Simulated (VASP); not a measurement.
All values below come from PW91 GGA, VASP's PBE PAW potentials (set 64) (plane waves; VASP).

VASP ran on this input.

INCAR:
```
# general
SYSTEM =Tb
PREC   =Accurate
ENCUT  =520
LREAL  =.FALSE.
LASPH  =.TRUE.

# electronic loop
EDIFF  =1E-6
NELM   =100
ALGO   =Normal
LMAXMIX=6

# smearing
ISMEAR =1
SIGMA  =0.1

# functional
GGA    =91

# ions
IBRION =2
NSW    =60
ISIF   =3
EDIFFG =-0.01

# output
LWAVE  =.FALSE.
LCHARG =.FALSE.
```

### POSCAR
```
Tb
1.0
  1.8000000000  -3.1176910000   0.0000000000
  1.8000000000   3.1176910000   0.0000000000
  0.0000000000   0.0000000000   5.6900000000
Tb
2
direct
  0.3333330000   0.6666670000   0.2500000000
  0.6666670000   0.3333330000   0.7500000000
```

### KPOINTS
```
Automatic mesh
0
Gamma
11 11 6
0 0 0
```

POTCAR, in this order: Tb_3 (PBE.64 set). Program: vasp_std.

Output of the run:

File OSZICAR:
```
       N       E                     dE             d eps       ncg     rms          rms(c)
DAV:   1     0.421423048878E+02    0.42142E+02   -0.89161E+03  1664   0.123E+03
DAV:   2    -0.696777273678E+01   -0.49110E+02   -0.48062E+02  1804   0.258E+02
DAV:   3    -0.909303166283E+01   -0.21253E+01   -0.19519E+01  2289   0.311E+01
DAV:   4    -0.914178031665E+01   -0.48749E-01   -0.47825E-01  1900   0.463E+00
DAV:   5    -0.914306101528E+01   -0.12807E-02   -0.12797E-02  2383   0.612E-01    0.230E+01
DAV:   6    -0.914131627345E+01    0.17447E-02   -0.27200E-02  1992   0.138E+00    0.138E+01
DAV:   7    -0.915097900488E+01   -0.96627E-02   -0.49053E-02  1923   0.187E+00    0.250E-01
DAV:   8    -0.915059188404E+01    0.38712E-03   -0.29166E-03  1894   0.435E-01    0.599E-02
DAV:   9    -0.915060872957E+01   -0.16846E-04   -0.22784E-04  2074   0.120E-01    0.323E-02
DAV:  10    -0.915060276985E+01    0.59597E-05   -0.44795E-05  1899   0.499E-02    0.441E-02
DAV:  11    -0.915060323948E+01   -0.46963E-06   -0.79699E-06  1834   0.208E-02
   1 F= -.91506032E+01 E0= -.91507879E+01  d E =-.915060E+01
       N       E                     dE             d eps       ncg     rms          rms(c)
DAV:   1    -0.915681272628E+01   -0.62100E-02   -0.15508E-01  1664   0.304E+00    0.409E-01
DAV:   2    -0.915333070131E+01    0.34820E-02   -0.64140E-03  1769   0.674E-01    0.195E-01
DAV:   3    -0.915180406194E+01    0.15266E-02   -0.24306E-03  1938   0.384E-01    0.784E-02
DAV:   4    -0.915169350089E+01    0.11056E-03   -0.43800E-04  2284   0.170E-01    0.469E-02
DAV:   5    -0.915168791471E+01    0.55862E-05   -0.25394E-05  2016   0.358E-02    0.507E-03
DAV:   6    -0.915168814907E+01   -0.23436E-06   -0.99082E-07  1185   0.759E-03
   2 F= -.91516881E+01 E0= -.91518617E+01  d E =-.108491E-02
       N       E                     dE             d eps       ncg     rms          rms(c)
DAV:   1    -0.915283723093E+01   -0.11493E-02   -0.32080E-02  1664   0.138E+00    0.181E-01
DAV:   2    -0.915211694721E+01    0.72028E-03   -0.13195E-03  1759   0.305E-01    0.904E-02
DAV:   3    -0.915180327952E+01    0.31367E-03   -0.49858E-04  1923   0.174E-01    0.373E-02
DAV:   4    -0.915177912705E+01    0.24152E-04   -0.90998E-05  2279   0.773E-02    0.214E-02
DAV:   5    -0.915177650517E+01    0.26219E-05   -0.51977E-06  1841   0.163E-02    0.232E-03
DAV:   6    -0.915177669571E+01   -0.19054E-06   -0.20621E-07   907   0.351E-03
   3 F= -.91517767E+01 E0= -.91519396E+01  d E =-.117346E-02
       N       E                     dE             d eps       ncg     rms          rms(c)
DAV:   1    -0.915354946845E+01   -0.17730E-02   -0.65737E-02  1664   0.191E+00    0.214E-01
DAV:   2    -0.915257503682E+01    0.97443E-03   -0.15026E-03  1964   0.330E-01    0.108E-01
DAV:   3    -0.915210764183E+01    0.46739E-03   -0.67206E-04  2042   0.207E-01    0.466E-02
DAV:   4    -0.915210161322E+01    0.60286E-05   -0.99116E-05  2264   0.786E-02    0.328E-02
DAV:   5    -0.915210510437E+01   -0.34912E-05   -0.72480E-06  1767   0.196E-02    0.118E-02
DAV:   6    -0.915210392593E+01    0.11784E-05   -0.66779E-07   887   0.648E-03    0.146E-03
DAV:   7    -0.915210369684E+01    0.22909E-06   -0.19794E-07   847   0.374E-03
   4 F= -.91521037E+01 E0= -.91522440E+01  d E =-.327001E-03
       N       E                     dE             d eps       ncg     rms          rms(c)
DAV:   1    -0.915222301938E+01   -0.11909E-03   -0.46439E-03  1664   0.507E-01    0.575E-02
DAV:   2    -0.915215408744E+01    0.68932E-04   -0.10662E-04  1979   0.876E-02    0.288E-02
DAV:   3    -0.915212093141E+01    0.33156E-04   -0.47675E-05  2042   0.549E-02    0.122E-02
DAV:   4    -0.915212072404E+01    0.20737E-06   -0.70185E-06  2091   0.210E-02
   5 F= -.91521207E+01 E0= -.91522597E+01  d E =-.344028E-03
```

**OUTCAR**
```
------------------------ aborting loop because EDIFF is reached ----------------------------------------
  FORCE on cell =-STRESS in cart. coord.  units (eV):
  Direction    XX          YY          ZZ          XY          YZ          ZX
  --------------------------------------------------------------------------------------
  Total       -0.0002358     -0.0002358     -0.0004649      0.0000000      0.0000000     -0.0000000
  in kB       -0.0058688     -0.0058688     -0.0115725      0.0000000      0.0000000     -0.0000000
  external PRESSURE =      -0.0077700 kB  Pullay stress =       0.0000000 kB
  volume of cell :       64.36
      direct lattice vectors                 reciprocal lattice vectors
     1.813646403 -3.141327253 -0.000000000     0.275687697 -0.159168390  0.000000000
     1.813646403  3.141327253 -0.000000000     0.275687697  0.159168390  0.000000000
    -0.000000000  0.000000000  5.648627617     0.000000000  0.000000000  0.177034152
 POSITION                                       TOTAL-FORCE (eV/Angst)
 -----------------------------------------------------------------------------------
      1.81365      1.04711      1.41216         0.000000     -0.000000     -0.000000
      1.81365     -1.04711      4.23647        -0.000000      0.000000      0.000000
 -----------------------------------------------------------------------------------
    total drift:                                0.000004      0.000109     -0.000011
  FREE ENERGIE OF THE ION-ELECTRON SYSTEM (eV)
  ---------------------------------------------------
  free  energy   TOTEN  =        -9.1521207240 eV

  energy  without entropy=       -9.1525376078  energy(sigma->0) =       -9.15225969

 reached required accuracy - stopping structural energy minimisation
```
(Selected blocks of OUTCAR.)

File CONTCAR:
```
Tb
   1.00000000000000
     1.8136464029178418   -3.1413272528822938   -0.0000000000000000
     1.8136464029178418    3.1413272528822938   -0.0000000000000000
    -0.0000000000000000    0.0000000000000000    5.6486276172393337
  Tb
     2
Direct
     0.3333330000000032    0.6666669999999968    0.2500000000000000
     0.6666669999999968    0.3333330000000032    0.7500000000000000
```

The 4f electrons are frozen in the core of the lanthanide potential, so 4f levels, which can set the real gap, and their magnetism are missing.

The compound is Tb in the hcp structure. This run relaxes it. Symmetry was kept, so distortions that lower it aren't found.
